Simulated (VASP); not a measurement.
An input for Ansatz (written as the equivalent of a VASP run, and not itself run):

Ansatz 0.2 input:
```yaml
crystal:
  lattice:
    - [0.0000000, 2.8300000, 2.8300000]
    - [2.8300000, 0.0000000, 2.8300000]
    - [2.8300000, 2.8300000, 0.0000000]
  atoms:
    - { symbol: Al, position: [0.0000000, 0.0000000, 0.0000000] }
    - { symbol: As, position: [0.2500000, 0.2500000, 0.2500000] }
kpoints:
  mp_grid: { grid: [7, 7, 7] }
hamiltonian:
  xc: lda
  pseudopotentials: { kind: paw }
scf:
  occupations: { method: gaussian, width: 0.05 }
  max_iter: 100
relax:
  max_steps: 60
  f_tol: 0.01
  cell: {}
output: { forces: true, stress: true, eigenvalues: true }
```

### Question
Translate this input to VASP (INCAR, KPOINTS, POSCAR, choice of POTCAR).

### Answer
Several could match; the one computed here: 
**KPOINTS**
```
Automatic mesh
0
Gamma
7 7 7
0 0 0
```

### INCAR
```
SYSTEM = AlAs
PREC = Accurate
ENCUT = 400
EDIFF = 1E-6
NELM = 100
ALGO = Normal
LREAL = .FALSE.
LASPH = .TRUE.
ISMEAR = 0
SIGMA = 0.05
LMAXMIX = 4
LWAVE = .FALSE.
LCHARG = .FALSE.
IBRION = 2
ISIF = 3
NSW = 60
EDIFFG = -0.01
```

File POSCAR:
```
AlAs
1
    0.0000000000     2.8300000000     2.8300000000
    2.8300000000     0.0000000000     2.8300000000
    2.8300000000     2.8300000000     0.0000000000
Al As
1 1
Direct
  0.0000000000   0.0000000000   0.0000000000
  0.2500000000   0.2500000000   0.2500000000
```

POTCAR, in this order: Al As (LDA.64 set). Program: vasp_std.

What does not carry over: each code has its own PAW files, so the cut-off isn't converted (ENCUT is set for VASP's; basis.ecutwfc is left out, and Ansatz then takes the one that its files recommend); Ansatz stops its SCF on the density residual and VASP on the energy change (EDIFF); Ansatz's lda is the Perdew-Wang form, while the LDA potentials of VASP carry Perdew-Zunger's.

The compound is AlAs in the zinc blende structure. This run relaxes it. Symmetry was kept, so distortions that lower it aren't found.
